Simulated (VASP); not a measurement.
Consider the following.

```
ZrS2
1.0
    1.86238    -3.22574     0.00000
    1.86238     3.22574     0.00000
    0.00000     0.00000     7.39459
Zr S
1 2
Direct
  0.00000   0.00000   0.00000
  0.33333   0.66667   0.19545
  0.66667   0.33333   0.80455
```

Computed with RPBE GGA, VASP's PBE PAW potentials (set 64) (plane waves; VASP). Run with 520 eV cut-off, 6×6×3 Γ-centred mesh, Gaussian smearing of 0.050 eV, potentials Zr_sv S.

Without a dispersion term in the relaxation, distances and binding between the weakly bound layers, chains or molecules are unreliable, and so is what depends on them.

Q: Predict the energy per atom (σ→0).

A: 
```yaml
energy per atom (σ→0): -6.832 eV/atom
```

The absolute energy has meaning only against runs of the same code, potentials and settings.

The compound is ZrS2 in the 1T layered structure. It was relaxed first, which changed the volume by +32 %. The start is the result of an earlier pass.
